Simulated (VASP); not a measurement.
HN2F, 20 atoms in the cell. The cell holds a amorphous, 20 atoms: a = 7.969 Å, b = 7.969 Å, c = 7.969 Å, α = 90.00°, β = 90.00°, γ = 90.00°. The cell was built by a generator and needn't be a form met in nature.

```yaml
Program: VASP 6.6.1
Task: single point
Functional: PBE
Dispersion: D3(BJ)
Potentials_or_basis: VASP PAW PBE potentials, release 64 (N, F, H)
Cutoff: 520 eV
k_mesh: 1 × 1 × 1
Occupations: fermi-dirac, width 0.02 eV
Spin: no spin polarisation
Dipole_correction: no
Further_INCAR_settings: LREAL = Auto; ALGO = Normal; EDIFF = 1e-07; NBANDS = 61
```

Potentials or basis: VASP PAW PBE potentials, release 64 (N, F, H).

The run is started by

```bash
$ cat potpaw_PBE.64/N/POTCAR potpaw_PBE.64/F/POTCAR potpaw_PBE.64/H/POTCAR > POTCAR
$ mpirun -np 1 vasp_gam > vasp.out
```

Hardware: 1 thread of Intel(R) Xeon(R) Platinum 8488C (Sapphire Rapids), with other jobs on the host.

Question: How long does it take, and how much memory?

Answer: It took 47 s on 1 thread of Intel(R) Xeon(R) Platinum 8488C (Sapphire Rapids), with other jobs on the host, peak memory 0.45 GiB. Counts: scf iterations 19, k points 1.
